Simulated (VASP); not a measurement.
Calculation: PBE GGA with D3 dispersion (Becke-Johnson damping), VASP's PBE PAW potentials (set 64) (plane waves; VASP).

A VASP calculation is set up with these files.

### KPOINTS
```
kpoints
0
Gamma
 8 8 8
0 0 0
```

POSCAR:
```
SnTe
1
    0.0000000000     3.1525167581     3.1525167581
    3.1525167581     0.0000000000     3.1525167581
    3.1525167581     3.1525167581     0.0000000000
Te Sn
1 1
Direct
  0.5000000000   0.5000000000   0.5000000000
  0.0000000000   0.0000000000   0.0000000000
```

### INCAR
```
SYSTEM = SnTe
PREC = Accurate; ENCUT = 400; LREAL = F
LASPH = T
EDIFF = 1E-7; NELM = 100; ALGO = Normal
LMAXMIX = 4
ISMEAR = -5
GGA = PE; IVDW = 12
ISIF = 2
LWAVE = F; LCHARG = T; LORBIT = 11
NEDOS = 601
```

POTCAR, in this order: Te Sn_d (PBE.64 set). Program: vasp_std.

The resulting files:

### OUTCAR
```
 ion  position               nearest neighbor table
   1  0.500  0.500  0.500-   2 3.15   2 3.15   2 3.15   2 3.15   2 3.15   2 3.15
   2  0.000  0.000  0.000-   1 3.15   1 3.15   1 3.15   1 3.15   1 3.15   1 3.15
  LATTYP: Found a face centered cubic cell.
 ALAT       =     6.3050335162
 Subroutine PRICEL returns:
 Original cell was already a primitive cell.
 Subroutine GETGRP returns: Found 48 space group operations
The static configuration has the point symmetry O_h .
The dynamic configuration has the point symmetry O_h .
 Subroutine INISYM returns: Found 48 space group operations
 Subroutine IBZKPT returns following result:
 Found     29 irreducible k-points:

 Following reciprocal coordinates:
            Coordinates               Weight
  0.000000  0.000000  0.000000      1.000000
  0.125000  0.000000  0.000000      8.000000
  0.250000  0.000000  0.000000      8.000000
  0.375000  0.000000  0.000000      8.000000
  0.500000  0.000000  0.000000      4.000000
  0.125000  0.125000  0.000000      6.000000
  0.250000  0.125000  0.000000     24.000000
  0.375000  0.125000  0.000000     24.000000
  0.500000  0.125000  0.000000     24.000000
 -0.375000  0.125000  0.000000     24.000000
 -0.250000  0.125000  0.000000     24.000000
 -0.125000  0.125000  0.000000     12.000000
  0.250000  0.250000  0.000000      6.000000
  0.375000  0.250000  0.000000     24.000000
  0.500000  0.250000  0.000000     24.000000
 -0.375000  0.250000  0.000000     24.000000
 -0.250000  0.250000  0.000000     12.000000
  0.375000  0.375000  0.000000      6.000000
  0.500000  0.375000  0.000000     24.000000
 -0.375000  0.375000  0.000000     12.000000
  0.500000  0.500000  0.000000      3.000000
  0.375000  0.250000  0.125000     24.000000
  0.500000  0.250000  0.125000     48.000000
 -0.375000  0.250000  0.125000     24.000000
...
```

### OSZICAR
```
       N       E                     dE             d eps       ncg     rms          rms(c)
DAV:   1     0.110345747042E+03    0.11035E+03   -0.86577E+03   818   0.138E+03
DAV:   2     0.122525128546E+01   -0.10912E+03   -0.10781E+03   890   0.326E+02
DAV:   3    -0.737316479504E+01   -0.85984E+01   -0.85828E+01  1052   0.904E+01
DAV:   4    -0.758445031887E+01   -0.21129E+00   -0.21125E+00   914   0.155E+01
DAV:   5    -0.759295249865E+01   -0.85022E-02   -0.85021E-02  1212   0.282E+00    0.476E+00
DAV:   6    -0.754073642212E+01    0.52216E-01   -0.12926E-01   950   0.281E+00    0.298E+00
DAV:   7    -0.754201259418E+01   -0.12762E-02   -0.53403E-02  1008   0.135E+00    0.770E-01
DAV:   8    -0.754215767752E+01   -0.14508E-03   -0.74301E-03   956   0.819E-01    0.180E-01
DAV:   9    -0.754228136725E+01   -0.12369E-03   -0.51760E-04   990   0.259E-01    0.298E-02
DAV:  10    -0.754228694908E+01   -0.55818E-05   -0.66247E-05   952   0.801E-02    0.167E-02
DAV:  11    -0.754229295940E+01   -0.60103E-05   -0.37521E-05   872   0.560E-02    0.235E-02
DAV:  12    -0.754229251676E+01    0.44264E-06   -0.28193E-06  1016   0.137E-02    0.121E-02
DAV:  13    -0.754229200579E+01    0.51097E-06   -0.44658E-07   902   0.520E-03    0.342E-03
DAV:  14    -0.754229200674E+01   -0.94724E-09   -0.46347E-07   770   0.839E-03
   1 F= -.83428045E+01 E0= -.83428045E+01  d E =0.000000E+00
```

OUTCAR:
```
------------------------ aborting loop because EDIFF is reached ----------------------------------------
 Edisp (eV)   -0.80051
  FORCE on cell =-STRESS in cart. coord.  units (eV):
  Direction    XX          YY          ZZ          XY          YZ          ZX
  --------------------------------------------------------------------------------------
  Total       0.01970     0.01970     0.01970     0.00000     0.00000     0.00000
  in kB       0.50365     0.50365     0.50365     0.00000     0.00000     0.00000
  external pressure =        0.50 kB  Pullay stress =        0.00 kB
  volume of cell :       62.66
      direct lattice vectors                 reciprocal lattice vectors
     0.000000000  3.152516758  3.152516758    -0.158603439  0.158603439  0.158603439
     3.152516758  0.000000000  3.152516758     0.158603439 -0.158603439  0.158603439
     3.152516758  3.152516758  0.000000000     0.158603439  0.158603439 -0.158603439
 POSITION                                       TOTAL-FORCE (eV/Angst)
 -----------------------------------------------------------------------------------
      3.15252      3.15252      3.15252        -0.000000     -0.000000     -0.000000
      0.00000      0.00000      0.00000         0.000000      0.000000      0.000000
 -----------------------------------------------------------------------------------
    total drift:                               -0.000000      0.000000      0.000000
  FREE ENERGIE OF THE ION-ELECTRON SYSTEM (eV)
  ---------------------------------------------------
  free  energy   TOTEN  =        -8.3428044870 eV

  energy  without entropy=       -8.3428044870  energy(sigma->0) =       -8.34280449

 total charge

# of ion       s       p       d       tot
------------------------------------------
    1        1.384   1.968   0.030   3.382
    2        1.368   0.736   9.985  12.089
--------------------------------------------------
tot          2.752   2.704  10.015  15.471
```
(Selected blocks of OUTCAR.)

### OUTCAR
```
 val. band max:        6.9498695206   @ k =   0.5000   0.0000   0.0000

 cond. band min:       7.0413566869   @ k =   0.5000   0.0000   0.0000


 Fermi energy:         6.9987251915

 k-point     1 :       0.0000    0.0000    0.0000
  band No.  band energies     occupation
      1     -14.9700      2.00000
      2     -14.9700      2.00000
      3     -14.9642      2.00000
      4     -14.9642      2.00000
      5     -14.9642      2.00000
      6      -5.8549      2.00000
      7       2.2527      2.00000
      8       4.7972      2.00000
      9       4.7972      2.00000
     10       4.7972      2.00000
     11      10.2836      0.00000
     12      10.2836      0.00000
     13      10.2836      0.00000
     14      11.6902      0.00000

 k-point     2 :       0.1250    0.0000    0.0000
  band No.  band energies     occupation
      1     -14.9706      2.00000
      2     -14.9706      2.00000
      3     -14.9640      2.00000
      4     -14.9634      2.00000
      5     -14.9634      2.00000
      6      -5.7236      2.00000
      7       1.5450      2.00000
      8       4.8202      2.00000
      9       4.8202      2.00000
     10       5.2939      2.00000
     11       9.6048      0.00000
     12       9.6048      0.00000
     13       9.6381      0.00000
     14      11.6347      0.00000

 k-point     3 :       0.2500    0.0000    0.0000
  band No.  band energies     occupation
      1     -14.9725      2.00000
      2     -14.9725      2.00000
      3     -14.9634      2.00000
      4     -14.9610      2.00000
      5     -14.9610      2.00000
      6      -5.3541      2.00000
      7       0.2684      2.00000
      8       4.9034      2.00000
      9       4.9034      2.00000
     10       5.9867      2.00000
     11       8.5076      0.00000
     12       8.5076      0.00000
     13       8.5768      0.00000
     14      12.0659      0.00000

 k-point     4 :       0.3750    0.0000    0.0000
  band No.  band energies     occupation
...
```

Unless said otherwise, spin-orbit coupling is left out, though it shifts the bands of the heavy elements here.

The structure comes from a measured SnTe entry (Fm-3m) of the Crystallography Open Database, whose conditions weren't checked. It was relaxed first.
